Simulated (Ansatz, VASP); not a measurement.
# FeMo: VASP beside Ansatz, part 2 of 2

Aim: how closely do two programs agree when they are given the same cell, functional and k mesh? The cell is invented: As first built, before any earlier steps moved the atoms (in the runner's words): it takes the FeRu structure with some of its atoms replaced by other elements, volume scaled by an estimate. It may not be a known or stable phase. The cell is taken from a series of VASP runs on this material, whose earlier steps may have relaxed, scaled or displaced it; both programs get it as it stands. Other levels of theory on this material are compared in a session of their own.

VASP 6.6.1 and Ansatz 0.2.0.

So far. Step 2 (VASP: band structure, LDA): The run ends at a pressure of 0.07 GPa.

## 3. Ansatz: band structure, LDA

Level of this step: Ansatz beside VASP: Kohn-Sham DFT, plane waves, LDA (Ansatz).

Ansatz runs on its default PAW (the set named soft_2) files.

The same cell, functional (in two slightly different forms), mesh and smearing now go to Ansatz, which takes its cutoff from its data sets.

Contents of input.yaml:

```yaml
crystal:
  lattice:
    - [2.6422242375, -2.68e-08, 0.0]
    - [-1.3211116653, 2.2882334342, 0.0]
    - [0.0, 0.0, 4.1237793903]
  atoms:
    - { symbol: Mo, position: [0.66666667, 0.33333333, 0.0], spin: 1.0 }
    - { symbol: Fe, position: [0.0, 0.0, 0.5], spin: 3.0 }
hamiltonian:
  xc: lda
  pseudopotentials: { kind: paw }
magnetization:
  spin_polarized: true
kpoints:
  mp_grid: { grid: [10, 10, 6] }
  band_path:
    path:
      - [0.0, 0.0, 0.0]
      - [0.13333, 0.0, 0.0]
      - [0.3, 0.0, 0.0]
      - [0.46667, 0.0, 0.0]
      - [0.46667, 0.06667, 0.0]
      - [0.41111, 0.17778, 0.0]
      - [0.35556, 0.28889, 0.0]
      - [0.28889, 0.28889, 0.0]
      - [0.17778, 0.17778, 0.0]
      - [0.06667, 0.06667, 0.0]
      - [0.0, 0.0, 0.03333]
      - [0.0, 0.0, 0.2]
      - [0.0, 0.0, 0.36667]
      - [0.0, 0.0, 0.5]
      - [0.16667, 0.0, 0.5]
      - [0.3, 0.0, 0.5]
      - [0.46667, 0.0, 0.5]
      - [0.46667, 0.06667, 0.5]
      - [0.41111, 0.17778, 0.5]
      - [0.35556, 0.28889, 0.5]
      - [0.28889, 0.28889, 0.5]
      - [0.17778, 0.17778, 0.5]
      - [0.06667, 0.06667, 0.5]
      - [0.5, 0.0, 0.46667]
      - [0.5, 0.0, 0.3]
      - [0.5, 0.0, 0.13333]
      - [0.33333, 0.33333, 0.0]
      - [0.33333, 0.33333, 0.16667]
      - [0.33333, 0.33333, 0.33333]
      - [0.33333, 0.33333, 0.5]
    npoints: 1
scf:
  occupations: { method: fermi_dirac, width: 0.05 }
  n_extra_bands: 7
output:
  forces: true
  stress: true
  eigenvalues: true
```

Launch:

```bash
$ ansatz run input.yaml --threads 2 --pin off --max-ram 4608MiB --backend cpu --events-out ev --progress --plain --runs-dir out
```

Numbers of over 12 decimals in the logs are rounded to 6 here.

What it wrote:

```text
Warning: the atoms were moved onto the symmetric positions of the space group found under crystal.symmetry.tolerance 1.0e-5 (fractional; no operation is sought that the atoms, as they stand in a round, miss by more than twice it, and no atom is moved by as much as it), and the run uses the moved positions. Before a round's move an operation carried an atom to 1.32e-8 Å from where it should land, the largest such dist [...]
scf.n_extra_bands = 7 over 15 filled bands (N_el = 30.0): the run solves 22 bands
Engine: ansatz 0.2.0, aarch64-unknown-linux-gnu
Pseudopotentials: kind: paw
Pseudopotential: Mo, paw, valence charge 14, recommended cutoff 420 eV (normal), Mo.paw.azcp
Pseudopotential: Fe, paw, valence charge 16, recommended cutoff 420 eV (normal), Fe.paw.azcp
Functional definition: SPW92
  exchange = slater_x
  correlation = pw_c
Crystal: 2 atoms, lattice volume = 24.932 Å³
Basis set: ecut = 420 eV, 487 PW (Γ)
Bands: 22, of which v1, the nominal top of the filled ones, is band 15 counted from 1 (14 counted from 0)
Symmetry: 12 space group operations
Space group: P-6m2 (ITA 187), of the structure as read, at distance tolerance 2.9e-5 Å
Magnetic group: BNS 187.209 (UNI 1439), of the structure as read, at distance tolerance 2.9e-5 Å
k-points: 56 of 600 (time reversal used)
Non-local potential: Mo, projectors of the file, l = 0: 3, l = 1: 2, l = 2: 2, l = 3: 1
Non-local potential: Fe, projectors of the file, l = 0: 3, l = 1: 2, l = 2: 3, l = 3: 1
PAW form: soft (Blöchl's): semilocal exchange-correlation on the pseudo side does not see the compensation charge
PAW frozen core: Mo, regenerated for the run's functional, and the local potential with it (the file was generated under x = pbe(κ = 0.804, μ = 0.219515), c = pbe(β = 0.066725))
PAW frozen core: Fe, regenerated for the run's functional, and the local potential with it (the file was generated under x = pbe(κ = 0.804, μ = 0.219515), c = pbe(β = 0.066725))
PAW one-centre angular grid: Mo, 590 points (default); XC on 64 Gauss nodes
PAW one-centre angular grid: Fe, 590 points (default); XC on 64 Gauss nodes
Initial density: superposition of atomic densities (chi_scale 0.1, normalization cell)
Starting moments: Σ|m| = 4 μB on 2 of 2 sites
Initial wavefunctions: pseudopotential atomic-orbital guess
Functional: x = slater, c = lda
SCF iter   1: F=—  HF=-9264.649906 eV  |F-HF|=—  |Δ(HF+E_count)|=         —  Δρ=2.42e-1 (↑2.42e-1 ↓1.50e-1)  dr2=3.60e0  dr2_m=8.24e0  M=0.567 μB ∫|m|=0.571 μB  β_m=0.30  ethr=3.10e-3  ⟨swp⟩=4.6  Hψ=9782  notcnv=0
Mixer restart at iter 1: flushing history
preconditioner: auto → none  [metal: Δε(μ)=0.012 eV  Ē_g=8.526 eV  σ=0.050 eV  W_gap=0.06  n_scr=8 (ndim 8)  ℏωp=27.8 eV  f_vac=0.000  D(μ)=1.98/eV (n_scr^D=22)  sad-step TF]
SCF iter   2: F=—  HF=-9262.617762 eV  |F-HF|=—  |Δ(HF+E_count)|=    2.03e0  Δρ=1.41e-1 (↑1.41e-1 ↓1.27e-1)  dr2=1.92e0  dr2_m=3.80e0  M=0.596 μB ∫|m|=0.602 μB  β_m=0.57  ethr=3.10e-3  ⟨swp⟩=2.5  Hψ=4731  notcnv=0  defer=143
SCF iter   3: F=—  HF=-9264.506965 eV  |F-HF|=—  |Δ(HF+E_count)|=    1.89e0  Δρ=1.85e-1 (↑1.85e-1 ↓8.53e-2)  dr2=2.04e1  dr2_m=7.16e-1  M=0.156 μB ∫|m|=0.202 μB  β_m=0.37  ethr=3.10e-3  ⟨swp⟩=4.0  Hψ=6356  notcnv=0  defer=143  recentre
SCF iter   4: F=—  HF=-9262.322289 eV  |F-HF|=—  |Δ(HF+E_count)|=    2.18e0  Δρ=2.47e-2 (↑2.47e-2 ↓2.46e-2)  dr2=9.91e-3  dr2_m=1.35e-1  M=0.312 μB ∫|m|=0.332 μB  β_m=0.46  ethr=3.10e-3  ⟨swp⟩=3.2  Hψ=6219  notcnv=0  defer=150
SCF iter   5: F=—  HF=-9262.388512 eV  |F-HF|=—  |Δ(HF+E_count)|=   6.62e-2  Δρ=7.78e-3 (↑2.86e-3 ↓7.78e-3)  dr2=1.32e-2  dr2_m=3.99e-3  M=0.145 μB ∫|m|=0.168 μB  β_m=0.73  ethr=3.30e-5  ⟨swp⟩=2.2  Hψ=5590  notcnv=0  defer=142
SCF iter   6: F=—  HF=-9262.385691 eV  |F-HF|=—  |Δ(HF+E_count)|=   2.82e-3  Δρ=1.84e-3 (↑1.84e-3 ↓1.11e-3)  dr2=1.24e-3  dr2_m=3.85e-4  M=0.063 μB ∫|m|=0.076 μB  β_m=0.83  ethr=3.30e-5  ⟨swp⟩=2.2  Hψ=4349  notcnv=0  defer=140
SCF iter   7: F=—  HF=-9262.387022 eV  |F-HF|=—  |Δ(HF+E_count)|=   1.33e-3  Δρ=2.90e-3 (↑2.90e-3 ↓5.76e-4)  dr2=1.48e-3  dr2_m=5.86e-4  M=0.043 μB ∫|m|=0.049 μB  β_m=0.82  ethr=4.12e-6  ⟨swp⟩=2.3  Hψ=3086  notcnv=0  defer=140
SCF iter   8: F=—  HF=-9262.387034 eV  |F-HF|=—  |Δ(HF+E_count)|=   1.23e-5  Δρ=1.82e-3 (↑1.82e-3 ↓4.53e-4)  dr2=5.46e-4  dr2_m=2.79e-4  M=0.031 μB ∫|m|=0.034 μB  β_m=0.91  ethr=4.12e-6  ⟨swp⟩=1.6  Hψ=2699  notcnv=0  defer=140
SCF iter   9: F=—  HF=-9262.387060 eV  |F-HF|=—  |Δ(HF+E_count)|=   2.55e-5  Δρ=1.18e-4 (↑1.18e-4 ↓1.12e-4)  dr2=7.99e-6  dr2_m=2.34e-6  M=0.002 μB ∫|m|=0.002 μB  β_m=0.93  ethr=1.82e-6  ⟨swp⟩=1.5  Hψ=2916  notcnv=0  defer=140
[...]
SCF 1 converged in 16 iterations: F = -9262.387059 eV  dr2 = 1.26e-10
  greatest PAW one-centre occupation: 1.001 electrons in one spin orbital (limit 2), on the Fe atom at site 1 (counted from 0), in its partial waves of l = 1
Starting moments: Σ|m| = 9 μB on 2 of 2 sites
[...]
preconditioner: auto → none  [metal: Δε(μ)=0.005 eV  Ē_g=9.222 eV  σ=0.050 eV  W_gap=0.02  n_scr=8 (ndim 8)  ℏωp=27.8 eV  f_vac=0.000  D(μ)=2.77/eV (n_scr^D=34)  sad-step TF]
[...]
spin-set hold released at iteration 7 (site moments contracting): the magnetisation degrees of freedom join the quasi-Newton model from the next iteration; the mixer history was flushed
[...]
SCF iter  20: F=-9262.387059 eV  HF=-9262.387059 eV  |F-HF|=5.42e-8  |Δ(HF+E_count)|=  2.62e-10  Δρ=1.40e-5 (↑1.40e-5 ↓8.11e-6)  dr2=6.13e-8  dr2_m=2.05e-8  M=0.002 μB ∫|m|=0.002 μB  β_m=0.69  ethr=3.33e-10  ⟨swp⟩=1.1  Hψ=5256  notcnv=0
iter 21 did not close the SCF: its close was put off for a magnetic moment that had not settled (scf_convergence_deferred on its scf_iter line)
SCF iter  21: F=-9262.387059 eV  HF=-9262.387059 eV  |F-HF|=8.17e-8  |Δ(HF+E_count)|=   2.35e-8  Δρ=1.39e-5 (↑1.39e-5 ↓5.49e-6)  dr2=8.78e-8  dr2_m=1.27e-8  M=0.001 μB ∫|m|=0.002 μB  β_m=0.62  ethr=2.04e-10  ⟨swp⟩=1.0  Hψ=5797  notcnv=0
iter 22 did not close the SCF: its close was put off for a magnetic moment that had not settled (scf_convergence_deferred on its scf_iter line)
SCF iter  22: F=-9262.387059 eV  HF=-9262.387059 eV  |F-HF|=7.26e-9  |Δ(HF+E_count)|=   2.37e-8  Δρ=4.18e-6 (↑3.66e-6 ↓4.18e-6)  dr2=8.52e-9  dr2_m=2.56e-9  M=0.001 μB ∫|m|=0.001 μB  β_m=0.61  ethr=2.04e-10  ⟨swp⟩=1.0  Hψ=6052  notcnv=0
iter 23 did not close the SCF: its close was put off for a magnetic moment that had not settled (scf_convergence_deferred on its scf_iter line)
SCF iter  23: F=-9262.387059 eV  HF=-9262.387059 eV  |F-HF|=2.06e-10  |Δ(HF+E_count)|=   4.97e-9  Δρ=1.53e-6 (↑1.22e-6 ↓1.53e-6)  dr2=3.27e-10  dr2_m=3.75e-10  M=0.000 μB ∫|m|=0.000 μB  β_m=0.70  ethr=2.84e-11  ⟨swp⟩=1.1  Hψ=6520  notcnv=0
iter 24 did not close the SCF: its close was put off for a magnetic moment that had not settled (scf_convergence_deferred on its scf_iter line)
SCF iter  24: F=-9262.387059 eV  HF=-9262.387059 eV  |F-HF|=1.20e-10  |Δ(HF+E_count)|=  7.53e-10  Δρ=6.87e-7 (↑6.87e-7 ↓3.97e-7)  dr2=1.47e-10  dr2_m=4.95e-11  M=0.000 μB ∫|m|=0.000 μB  β_m=0.59  ethr=1.09e-12  ⟨swp⟩=1.0  Hψ=6978  notcnv=0
SCF iter  25: F=-9262.387059 eV  HF=-9262.387059 eV  |F-HF|=1.82e-12  |Δ(HF+E_count)|=  5.64e-11  Δρ=1.35e-7 (↑1.35e-7 ↓9.22e-8)  dr2=3.44e-12  dr2_m=2.62e-12  M=0.000 μB ∫|m|=0.000 μB  ethr=1.00e-12  ⟨swp⟩=1.0  Hψ=6310  notcnv=0
SCF 2 converged in 25 iterations: F = -9262.387059 eV  dr2 = 3.44e-12
WARN: the starting moments were not kept: the SCF closed with an absolute magnetisation of 1.8e-5 μB, where they sum to 4 μB in size (2 sites). That is at most 0.1 of that sum. Measured as dr2_m measures the in/out step, that magnetisation stands 5.0e-10 eV from none, at or under the dr2_threshold of 1.0e-7 eV: it is no larger than a step whose dr2_m would equal this threshold. The system may hold no moment; this SCF [...]
NSCF: frozen V_eff on 30 k-points
SCF converged after 16 iterations
Magnetization: -0.0000 μB (15.0000 up, 15.0000 down)
Absolute magnetization: 0.0000 μB (∫|ρ↑−ρ↓|, with the PAW one-centre terms)
Spin contamination: 0.0000 ħ² per cell (⟨S²⟩ above its minimum at these occupations)
Per-site moments (μB) at R_I (Å): [(-2.395498565231474e-7, 1.058005), (-1.6674175626904797e-5, 1.058005)]
Free energy (F): -9262.387059 eV
Harris-Foulkes:  -9262.387059 eV  (|F-HF|=1.18e-10)
Internal energy: -9262.361536 eV  (E = F + TS)
E sigma→0 (E₀):  -9262.374298 eV
Entropy (-TS):   -0.025523 eV (-12.762 meV/atom)
Fermi energy:    21.297808 eV
--- Per-component energies (eV) ---
  E_band       = -209.498069
  E_kinetic    = 801.578290
  E_local      = -2838.631550  (includes V_loc(G=0)·N_el)
  E_nonlocal   = 367.788265
  E_hartree    = 1144.191631
  E_xc         = -302.318933
  E_vxc        = -383.876151  (∫ρ·V_xc dr)
  E_paw        = -4393.971292  (= ΣΔE_a)
  E_vpaw       = -444.740563  (= ΣTr[D̂ρ^β])
  E_aug_tail   = 0.000849  (compensation charges beyond the density's cutoff)
  E_ewald      = -4041.873148
  E_core_change = 0.874352  (= ΣΔE_core)
  E_smearing   = -0.025523  (= −TS)
  E_closure    = 0.000000  (closes the sum)
  Σ components = -9262.387059   (vs F -9262.387059, Δ=0.00e0)
--- Forces (eV/Å), atoms counted from 1 ---
  atom   1  Mo    -0.00000000     0.00000000     0.00000000
  atom   2  Fe     0.00000000    -0.00000000    -0.00000000
  max |Σ_I F_I| component: 5.78e-17 eV/Å
--- Stress (GPa, compression-positive) ---
       -0.102687       0.000000       0.000000
        0.000000      -0.102687      -0.000000
        0.000000      -0.000000       0.406180
  P = ⅓ Tr σ = 0.0669 GPa (0.669 kbar)
--- Band table (eV; the first three rows and the last of 112) ---
  k-point 0 ↑: bands = [... 11 lower, 20.0771, 20.3708, 20.8516, 20.8516, 20.8819, 20.8819, 23.1066, 24.5516, ... 3 higher]
  k-point 1 ↑: bands = [... 11 lower, 19.9460, 20.2330, 20.5270, 20.5270, 21.3772, 21.3772, 22.2486, 24.5612, ... 3 higher]
  k-point 2 ↑: bands = [... 11 lower, 19.8288, 19.9283, 20.1962, 20.1962, 20.6505, 21.9501, 21.9501, 24.5310, ... 3 higher]
  k-point 55 ↓: bands = [... 11 lower, 18.9907, 19.6726, 19.9562, 21.3095, 21.4214, 22.7016, 24.4759, 27.1501, ... 3 higher]
```

It took 27 s on 2 threads of Arm Neoverse N1, shared host; peak memory 0.34 GiB.

Reading the cycles: dr2 is the Hartree energy of the density residual (eV), the measure of convergence; HF is the Harris–Foulkes estimate of the energy, which meets the free energy F at convergence.

## 4. Comparison

Known differences besides the potentials themselves: the two LDA forms differ slightly; the data sets hold 30 valence electrons in Ansatz (default PAW (the set named soft_2) files) and 22 in VASP; the cutoff is 420 eV in Ansatz and 400 eV in VASP; VASP's log shows a relativistic correction to its local exchange, Ansatz's none. Total energies have different zeros and are not compared.

Compared:

```
                                        quantity  Ansatz  VASP  difference
                                  pressure (GPa)    0.07  0.07        0.00
pressure without Ansatz's Pulay correction (GPa)   -0.04  0.07       -0.10
```

Ansatz's pressure holds a Pulay correction of 0.11 GPa; VASP's holds none.

## 5. Results

* difference in pressure (band structure, LDA): 0.0018 GPa

In words: The difference in pressure is 0.0018 GPa (band structure, LDA), within the 1 GPa picked in this series as the mark of a large difference. 3 further runs of this series are not shown here. How closely two codes agree says nothing of how well the functional describes the real material.

[Lines on the potential files, build, host, timing and source positions are cut from VASP's logs without a mark.]

[Logs are printed without paths, hosts, clocks, repeated set-up lines and the standing remarks that a program may print on its own settings, such as how far it seeks lower states.]

[Hosts, paths, dates, database ids (printed as entryN), source tags and the programs' standing remarks are cut or masked in the printed files.]
